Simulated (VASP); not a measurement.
Al (space group Im-3m): computed properties

Computed with r2SCAN meta-GGA, VASP's PBE PAW potentials (set 64) (plane waves; VASP).

```json
{
 "space_group": "Im-3m (229)",
 "cell": "a = b = c = 3.187 Å, α = β = γ = 90.00°",
 "volume_per_atom": "16.19 Å³/atom",
 "band gap (over mesh and band path)": "none (metal, semimetal or under 0.01 eV)",
 "density": "2.77 g/cm³"
}
```

Space group Im-3m (No. 229); a = b = c = 3.187 Å, α = β = γ = 90.00°

| atom | site | symmetry | x | y | z |
|---|---|---|---|---|---|
| Al | 2a | m-3m | 0.0000 | 0.0000 | 0.0000 |
(The calculation used a cell of 1 atom; values per cell refer to that cell.)

The structure comes from a computed database's Al entry (Im-3m); how it stands against other phases isn't given here. It was relaxed first. Symmetry was kept, so distortions that lower it aren't found.
